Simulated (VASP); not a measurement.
Consider the following.

```xyz
5
Lattice="3.9497 0.0000 0.0000 0.0000 3.9497 0.0000 0.0000 0.0000 3.9497" Properties=species:S:1:pos:R:3 pbc="T T T"
Ba     0.0000     0.0000     0.0000
Ti     1.9749     1.9749     1.9749
O      1.9749     0.0000     1.9749
O      0.0000     1.9749     1.9749
O      1.9749     1.9749     0.0000
```

Computed with LDA (Ceperley-Alder, Perdew-Zunger), VASP's LDA PAW potentials (set 64) (plane waves; VASP). Settings: 620 eV cut-off, 6×6×6 Γ-centred mesh, Gaussian smearing of 0.050 eV, potentials Ba_sv Ti_sv O.

Unless said otherwise, spin-orbit coupling is left out, though it shifts the bands of the heavy elements here.

**Question.** Estimate the energy per atom (σ→0), band gap (on the k-mesh) with the smallest direct gap where there is one.

**Answer.** 
| Property | Value |
|---|---|
| band gap (on the k-mesh) | 1.73 eV |
| smallest direct gap (on the k-mesh) | 1.83 eV |
| energy per atom (σ→0) | -8.833 eV/atom |

The compound is BaTiO3 in the cubic perovskite structure, the ideal cubic form; the compound distorts at low or room temperature. It was relaxed first.
